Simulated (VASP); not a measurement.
```cif
data_In4Sb4
_chemical_formula_sum 'In4 Sb4'
_space_group_name_H-M_alt 'F-43m'
_space_group_IT_number 216
_space_group_name_Hall 'F -4 2 3'
_cell_length_a 6.63278
_cell_length_b 6.63278
_cell_length_c 6.63278
_cell_angle_alpha 90.000
_cell_angle_beta 90.000
_cell_angle_gamma 90.000
loop_
_atom_site_label
_atom_site_type_symbol
_atom_site_symmetry_multiplicity
_atom_site_Wyckoff_symbol
_atom_site_fract_x
_atom_site_fract_y
_atom_site_fract_z
_atom_site_occupancy
In1 In 4 a 0.00000 0.00000 0.00000 1
Sb1 Sb 4 d 0.75000 0.75000 0.75000 1
```
(The calculation used a cell of 2 atoms; values per cell refer to that cell.)

Calculation: PBE GGA, VASP's PBE PAW potentials (set 64) (plane waves; VASP). Run with 480 eV cut-off, 10×10×10 Γ-centred mesh, first-order Methfessel-Paxton smearing of 0.10 eV, potentials In_d Sb.

Each relaxation starts from this cell; other phases were not tried.

### Question
The cell is relaxed at 5 GPa. What happens?

### Answer
The volume per atom goes from 36.48 to 32.86 Å³ (-9.9 %), and the cell becomes a = b = c = 6.4061 Å, α = β = γ = 90.00°, space group F-43m.

### Question
The cell is relaxed at 20 GPa. What happens?

### Answer
The volume per atom goes from 36.48 to 27.62 Å³ (-24.3 %), and the cell becomes a = b = c = 6.0459 Å, α = β = γ = 90.00°, space group F-43m.

Failed runs are left out, and for metals the shear rows, which the mesh's noise covers.

The compound is InSb in the zinc blende structure.
